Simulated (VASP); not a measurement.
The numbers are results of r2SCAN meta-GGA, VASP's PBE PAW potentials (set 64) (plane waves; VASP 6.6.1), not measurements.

Input for VASP

POSCAR:
```
Si
1
   -0.0000000000     2.7198060285     2.7198060285
    2.7198060285    -0.0000000000     2.7198060285
    2.7198060285     2.7198060285     0.0000000000
Si
2
Direct
  0.0000000000   0.0000000000   0.0000000000
  0.2500000000   0.2500000000   0.2500000000
```

### INCAR
```
SYSTEM = Si
PREC = Accurate
ENCUT = 400
EDIFF = 1E-7
NELM = 100
ALGO = Normal
LREAL = .FALSE.
LASPH = .TRUE.
ISMEAR = 0
SIGMA = 0.01
METAGGA = R2SCAN
LMIXTAU = .TRUE.
LWAVE = .FALSE.
LCHARG = .FALSE.
LOPTICS = .TRUE.
NBANDS = 24
NEDOS = 1001
CSHIFT = 0.1
```

**KPOINTS**
```
kpoints
0
Gamma
  11 11 11
```

POTCAR, in this order: Si (PBE.64 set). Program: vasp_std.

The dielectric response may not be converged in the k-mesh; for small gaps it tends to come out too large. For a meta-GGA without LPEAD the optical matrix elements miss the non-local part of the potential, so intensities are approximate.

**Question.** Predict the energy per atom (σ→0).

**Answer.** 
```json
{
 "energy per atom (σ→0)": "-8.775 eV/atom"
}
```

**OSZICAR**
```
...
DAV:  11    -0.175509470820E+02   -0.14868E-04   -0.17052E-04  3480   0.514E-02    0.268E-02
DAV:  12    -0.175509532678E+02   -0.61858E-05   -0.11515E-04  2912   0.433E-02    0.185E-02
DAV:  13    -0.175509643752E+02   -0.11107E-04   -0.22452E-06  3376   0.543E-03    0.164E-02
DAV:  14    -0.175509863831E+02   -0.22008E-04   -0.37581E-05  2832   0.227E-02    0.102E-02
DAV:  15    -0.175509748932E+02    0.11490E-04   -0.56829E-06  2968   0.112E-02    0.898E-03
DAV:  16    -0.175509748079E+02    0.85297E-07   -0.42198E-08  3376   0.809E-04
   1 F= -.17550975E+02 E0= -.17550975E+02  d E =-.160069E-13
 imaginary and real dielectric function
```

The compound is Si in the diamond structure. It was relaxed first.
